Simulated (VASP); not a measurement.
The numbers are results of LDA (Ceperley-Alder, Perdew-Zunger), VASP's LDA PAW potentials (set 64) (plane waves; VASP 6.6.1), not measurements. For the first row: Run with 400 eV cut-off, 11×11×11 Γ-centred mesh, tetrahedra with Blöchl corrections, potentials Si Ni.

```tsv
system	energy (eV/atom)
Si2Ni (space group Fm-3m)	-6.6333
Si (diamond)	-5.9588
Ni (fcc)	-6.5816
```

The references are the elements' solids at the same level; no temperature or zero-point terms are added.

Q: What is the formation energy per atom of Si2Ni?

A: The references average (2×(-5.9588) + 1×(-6.5816))/3 = -6.1664 eV, so the formation energy is -6.6333 − (-6.1664) = -0.467 eV/atom.
